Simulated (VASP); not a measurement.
Calculation: LDA (Ceperley-Alder, Perdew-Zunger), VASP's LDA PAW potentials (set 64) (plane waves; VASP).

VASP ran on this input.

**INCAR**
```
! general
SYSTEM  = InP
PREC    = Accurate
ENCUT   = 520
LREAL   = F
LASPH   = T
ICHARG  = 11

! electronic loop
EDIFF   = 1E-7
NELM    = 100
ALGO    = Normal
LMAXMIX = 4

! smearing
ISMEAR  = 0
SIGMA   = 0.05

! output
LWAVE   = F
LCHARG  = F
LORBIT  = 11
```

**KPOINTS**
```
k-points along high-symmetry lines
15
Line-mode
Reciprocal
  0.000000   0.000000   0.000000 ! GAMMA
 -0.500000  -0.500000   0.000000 ! X

 -0.500000  -0.500000   0.000000 ! X
 -0.375000  -0.375000   0.250000 ! U

 -0.375000  -0.000000   0.375000 ! K
  0.000000   0.000000   0.000000 ! GAMMA

  0.000000   0.000000   0.000000 ! GAMMA
 -0.000000  -0.000000   0.500000 ! L

 -0.000000  -0.000000   0.500000 ! L
 -0.500000  -0.250000   0.250000 ! W

 -0.500000  -0.250000   0.250000 ! W
 -0.500000  -0.500000   0.000000 ! X
```

POSCAR:
```
InP
2.9137520
  0.0000000000   1.0000000417   1.0000000417
  1.0000000417   0.0000000000   1.0000000417
  1.0000000417   1.0000000417   0.0000000000
In P
1 1
Cart
  0.0000000000   0.0000000000   0.0000000000
  0.5000000208   0.5000000208   0.5000000208
```

POTCAR, in this order: In_d P (LDA.64 set). Program: vasp_std. Read from the step before: CHGCAR.

What VASP printed:

File OSZICAR:
```
       N       E                     dE             d eps       ncg     rms          rms(c)
DAV:   1     0.111814570119E+03    0.11181E+03   -0.88243E+03  2360   0.158E+03
DAV:   2     0.517416026214E-01   -0.11176E+03   -0.10859E+03  2480   0.328E+02
DAV:   3    -0.813995929805E+01   -0.81917E+01   -0.79701E+01  3035   0.907E+01
DAV:   4    -0.837712777256E+01   -0.23717E+00   -0.23695E+00  2852   0.167E+01
DAV:   5    -0.838685791903E+01   -0.97301E-02   -0.97299E-02  3424   0.303E+00
DAV:   6    -0.838706299834E+01   -0.20508E-03   -0.20508E-03  3046   0.386E-01
DAV:   7    -0.838706844790E+01   -0.54496E-05   -0.54496E-05  3487   0.660E-02
DAV:   8    -0.838706853805E+01   -0.90150E-07   -0.90138E-07  2829   0.790E-03
   1 F= -.83870685E+01 E0= -.83870685E+01  d E =-.368519E-17
```

**OUTCAR**
```
 val. band max:        5.2002650431   @ k =   0.0000   0.0000   0.0000

 cond. band min:       5.8042356548   @ k =   0.0000   0.0000   0.0000



 k-point     1 :       0.0000    0.0000    0.0000
  band No.  band energies     occupation
      1      -9.0236      2.00000
      2      -9.0236      2.00000
      3      -9.0236      2.00000
      4      -8.8597      2.00000
      5      -8.8597      2.00000
      6      -6.4648      2.00000
      7       5.2003      2.00000
      8       5.2003      2.00000
      9       5.2003      2.00000
     10       5.8042      0.00000
     11       9.1631      0.00000
     12       9.1631      0.00000
     13       9.1631      0.00000

 k-point     2 :      -0.0357   -0.0357    0.0000
  band No.  band energies     occupation
      1      -9.0267      2.00000
      2      -9.0222      2.00000
      3      -9.0222      2.00000
      4      -8.8602      2.00000
      5      -8.8592      2.00000
      6      -6.4444      2.00000
      7       4.8851      2.00000
      8       5.1465      2.00000
      9       5.1465      2.00000
     10       6.1169      0.00000
     11       9.0927      0.00000
     12       9.2341      0.00000
     13       9.2341      0.00000

 k-point     3 :      -0.0714   -0.0714    0.0000
  band No.  band energies     occupation
      1      -9.0359      2.00000
      2      -9.0182      2.00000
      3      -9.0182      2.00000
      4      -8.8619      2.00000
      5      -8.8578      2.00000
      6      -6.3835      2.00000
      7       4.3853      2.00000
      8       4.9970      2.00000
      9       4.9970      2.00000
     10       6.6056      0.00000
     11       8.9027      0.00000
     12       9.4353      0.00000
     13       9.4353      0.00000

 k-point     4 :      -0.1071   -0.1071    0.0000
  band No.  band energies     occupation
      1      -9.0501      2.00000
      2      -9.0118      2.00000
      3      -9.0118      2.00000
      4      -8.8646      2.00000
...
```

The density is held fixed in this step, so its total energy and stress have no physical meaning. Unless said otherwise, spin-orbit coupling is left out, though it shifts the bands of the heavy elements here.

The compound is InP in the zinc blende structure. It was relaxed first.
